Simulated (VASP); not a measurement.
Wanted: the native input for a VASP 6.6.1 run.

| Item | Value |
| --- | --- |
| Task | single point |
| Functional | LDA |
| Potentials or basis | VASP PAW LDA potentials, release 64 (Pt, F) |
| Cutoff | 520 eV |
| k mesh | 6 × 6 × 6 |
| Occupations | gaussian, width 0.05 eV |
| Spin | collinear spin, zero start |
| Starting moments | [0.0, 0.0, 0.0] μB |
| Hubbard terms | Pt d U = 7 eV |
| Further INCAR settings | ALGO = Fast; EDIFF = 1e-06; NBANDS = 23 |

The structure of PtF2 lies in POSCAR:

```
PtF2
1.0
    0.0000000000      2.5525506100      2.5525506100
    2.5525506100      0.0000000000      2.5525506100
    2.5525506100      2.5525506100      0.0000000000
Pt F
1 2
Direct
    0.0000000000      0.0000000000      0.0000000000
    0.2500000000      0.2500000000      0.2500000000
    0.7500000000      0.7500000000      0.7500000000
```

The cell comes from a database or a generator and needn't be the stable form of this composition.

The input as run:

INCAR

```
PREC = Accurate
ENCUT = 520
EDIFF = 1E-6
ISMEAR = 0
SIGMA = 0.05
LREAL = F
LASPH = T
NELM = 100
ALGO = Fast
ISIF = 2
LWAVE = F
LCHARG = F
ISPIN = 2
MAGMOM = 0 0 0
LORBIT = 11
LMAXMIX = 4
LDAU = T
LDAUTYPE = 2
LDAUL = 2 -1
LDAUU = 7 0
LDAUJ = 0 0
LDAUPRINT = 1
GGA = CA
NBANDS = 23
```

KPOINTS

```
Automatic mesh
0
Gamma
  6 6 6
```

Potentials or basis: VASP PAW LDA potentials, release 64 (Pt, F).

The run is started by

```console
$ cat potpaw_LDA.64/Pt/POTCAR potpaw_LDA.64/F/POTCAR > POTCAR
$ mpirun -np 1 vasp_std > vasp.out
```

Results of the run:

```json
{
  "Pressure": "7.3 GPa",
  "Band gap on the k mesh": "none (metal or under the smearing width)",
  "Net moment": "0.00 μB per cell",
  "Valence electrons inside the program's atomic spheres": "Pt 9.34; F 5.99"
}
```

Run time: 30 s on 1 thread of AMD EPYC 7R13 Processor (Zen 3), with other jobs on the host, peak memory 0.12 GiB.
